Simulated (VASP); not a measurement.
An input for Quantum ESPRESSO's pw.x (written as the equivalent of a VASP run, and not itself run):

```
&CONTROL
  calculation = 'vc-relax'
  pseudo_dir = './pseudo'
  outdir = './out'
  tprnfor = .true.
  tstress = .true.
  nstep = 60
  forc_conv_thr = 0.00039
/
&SYSTEM
  ibrav = 0
  nat = 2
  ntyp = 2
  ecutwfc = 82
  occupations = 'smearing'
  smearing = 'methfessel-paxton'
  degauss = 0.00735
  input_dft = 'pz'
/
&ELECTRONS
  conv_thr = 7.3e-08
  electron_maxstep = 100
/
&IONS
/
&CELL
/
ATOMIC_SPECIES
  Pd 106.420 Pd.upf
  Au 196.967 Au.upf
CELL_PARAMETERS angstrom
     1.3989921    0.8077081    4.5291111
    -1.3989921    0.8077081    4.5291111
    -0.0000000   -1.6154171    4.5291111
ATOMIC_POSITIONS crystal
  Pd   0.5000000  0.5000000  0.5000000
  Au   1.0000000  0.0000000  0.0000000
K_POINTS automatic
  14 14 14 0 0 0
```

Problem. Translate this input to VASP (INCAR, KPOINTS, POSCAR, choice of POTCAR).

Solution. This is not unique; one that fits is 
POSCAR:
```
PdAu
1
    1.3989920896     0.8077080873     4.5291110785
   -1.3989920896     0.8077080873     4.5291110785
   -0.0000000000    -1.6154171376     4.5291110753
Pd Au
1 1
Direct
  0.5000000000   0.5000000000   0.5000000000
  1.0000000000   0.0000000000   0.0000000000
```

KPOINTS:
```
Automatic
0
gamma
  14 14 14
```

INCAR:
```
SYSTEM = PdAu
PREC = Accurate; ENCUT = 400; LREAL = F
LASPH = T
EDIFF = 1E-6; NELM = 100; ALGO = Normal
LMAXMIX = 6
ISMEAR = 1; SIGMA = 0.1
IBRION = 2; NSW = 60; ISIF = 3
EDIFFG = -0.01
LWAVE = F; LCHARG = F
```

POTCAR, in this order: Pd Au (LDA.64 set). Program: vasp_std.

The two are equivalent in intent, not identical: the potentials are each code's own (VASP's PAW set, PseudoDojo norm-conserving files in pw.x), so ENCUT and ecutwfc are chosen apart and not converted; conv_thr bounds pw.x's estimated SCF error, while EDIFF bounds the energy change between steps; forc_conv_thr acts on force components and is met together with etot_conv_thr.

The structure comes from a computed database's PdAu entry (R-3m); how it stands against other phases isn't given here. This run relaxes it. Symmetry was kept, so distortions that lower it aren't found. The start is the result of an earlier pass.
